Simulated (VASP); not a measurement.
Level of theory: PBEsol GGA, VASP's PBE PAW potentials (set 64) (plane waves; VASP).

The input files of a VASP run:

### INCAR
```
SYSTEM  =  InP
PREC  =  Accurate; ENCUT  =  520; LREAL  =  .FALSE.
LASPH  =  .TRUE.
EDIFF  =  1E-6; NELM  =  100; ALGO  =  Normal
LMAXMIX  =  4
ISMEAR  =  0; SIGMA  =  0.05
GGA  =  PS
IBRION  =  2; NSW  =  60; ISIF  =  3
EDIFFG  =  -0.01
LWAVE  =  .FALSE.; LCHARG  =  .FALSE.
```

POSCAR:
```
InP
1.0
  0.0000000000   2.9350000000   2.9350000000
  2.9350000000   0.0000000000   2.9350000000
  2.9350000000   2.9350000000   0.0000000000
In P
1 1
Cartesian
  0.0000000000   0.0000000000   0.0000000000
  1.4675000000   1.4675000000   1.4675000000
```

### KPOINTS
```
Regular mesh
0
Gamma
7 7 7
```

POTCAR, in this order: In_d P (PBE.64 set). Program: vasp_std.

The resulting files:

OSZICAR:
```
       N       E                     dE             d eps       ncg     rms          rms(c)
DAV:   1     0.114583978718E+03    0.11458E+03   -0.86140E+03   520   0.158E+03
DAV:   2    -0.140980012861E+01   -0.11599E+03   -0.11125E+03   540   0.326E+02
DAV:   3    -0.931338795906E+01   -0.79036E+01   -0.78420E+01   665   0.894E+01
DAV:   4    -0.954457336481E+01   -0.23119E+00   -0.23093E+00   635   0.168E+01
DAV:   5    -0.955675148648E+01   -0.12178E-01   -0.12177E-01   761   0.345E+00    0.542E+00
DAV:   6    -0.918757131148E+01    0.36918E+00   -0.69105E-01   763   0.164E+01    0.323E+00
DAV:   7    -0.915387693344E+01    0.33694E-01   -0.17440E-01   749   0.416E+00    0.111E+00
DAV:   8    -0.915108008826E+01    0.27968E-02   -0.15825E-02   697   0.181E+00    0.355E-01
DAV:   9    -0.915125587981E+01   -0.17579E-03   -0.17435E-03   663   0.659E-01    0.171E-01
DAV:  10    -0.915127719437E+01   -0.21315E-04   -0.17246E-04   693   0.112E-01    0.113E-01
DAV:  11    -0.915130027792E+01   -0.23084E-04   -0.31108E-05   611   0.596E-02    0.156E-02
DAV:  12    -0.915130091751E+01   -0.63959E-06   -0.11361E-05   666   0.701E-02    0.166E-02
DAV:  13    -0.915130091728E+01    0.23238E-09   -0.70655E-07   325   0.845E-03
   1 F= -.91513009E+01 E0= -.91513009E+01  d E =-.915130E+01
       N       E                     dE             d eps       ncg     rms          rms(c)
DAV:   1    -0.915704195370E+01   -0.57410E-02   -0.14196E-01   650   0.848E+00    0.494E-01
DAV:   2    -0.915226337314E+01    0.47786E-02   -0.10083E-02   665   0.259E+00    0.174E-01
DAV:   3    -0.915144949410E+01    0.81388E-03   -0.25415E-03   675   0.119E+00    0.995E-02
DAV:   4    -0.915144425742E+01    0.52367E-05   -0.11070E-04   565   0.114E-01    0.738E-02
DAV:   5    -0.915142337652E+01    0.20881E-04   -0.12844E-05   696   0.391E-02    0.289E-02
DAV:   6    -0.915141919527E+01    0.41813E-05   -0.51135E-06   785   0.267E-02    0.630E-03
DAV:   7    -0.915141975821E+01   -0.56293E-06   -0.51219E-07   320   0.113E-02
   2 F= -.91514198E+01 E0= -.91514198E+01  d E =-.118841E-03
       N       E                     dE             d eps       ncg     rms          rms(c)
DAV:   1    -0.915209700021E+01   -0.67780E-03   -0.15965E-02   650   0.282E+00    0.168E-01
DAV:   2    -0.915155014601E+01    0.54685E-03   -0.11585E-03   665   0.888E-01    0.582E-02
DAV:   3    -0.915146081707E+01    0.89329E-04   -0.28086E-04   670   0.396E-01    0.337E-02
DAV:   4    -0.915146121807E+01   -0.40100E-06   -0.12176E-05   555   0.377E-02    0.247E-02
DAV:   5    -0.915146144239E+01   -0.22432E-06   -0.11494E-06   413   0.133E-02
   3 F= -.91514614E+01 E0= -.91514614E+01  d E =-.160525E-03
```

### OUTCAR
```
------------------------ aborting loop because EDIFF is reached ----------------------------------------
  FORCE on cell =-STRESS in cart. coord.  units (eV):
  Direction    XX          YY          ZZ          XY          YZ          ZX
  --------------------------------------------------------------------------------------
  Total        0.0020091      0.0020091      0.0020091      0.0000000     -0.0000000      0.0000000
  in kB        0.0634090      0.0634090      0.0634090      0.0000000     -0.0000000      0.0000000
  external PRESSURE =       0.0634090 kB  Pullay stress =       0.0000000 kB
  volume of cell :       50.76
      direct lattice vectors                 reciprocal lattice vectors
    -0.000000000  2.938830777  2.938830777    -0.170135689  0.170135689  0.170135689
     2.938830777 -0.000000000  2.938830777     0.170135689 -0.170135689  0.170135689
     2.938830777  2.938830777 -0.000000000     0.170135689  0.170135689 -0.170135689
  FREE ENERGIE OF THE ION-ELECTRON SYSTEM (eV)
  ---------------------------------------------------
  free  energy   TOTEN  =        -9.1514614424 eV

  energy  without entropy=       -9.1514614424  energy(sigma->0) =       -9.15146144

 reached required accuracy - stopping structural energy minimisation
```
(Selected blocks of OUTCAR.)

### CONTCAR
```
InP
   1.00000000000000
    -0.0000000000000000    2.9388307767918995    2.9388307767918995
     2.9388307767918995   -0.0000000000000000    2.9388307767918995
     2.9388307767918995    2.9388307767918995   -0.0000000000000000
  In              P
     1     1
Direct
     0.0000000000000000    0.0000000000000000    0.0000000000000000
     0.2500000000000000    0.2500000000000000    0.2500000000000000
```

The compound is InP in the zinc blende structure. This run relaxes it. Symmetry was kept, so distortions that lower it aren't found.
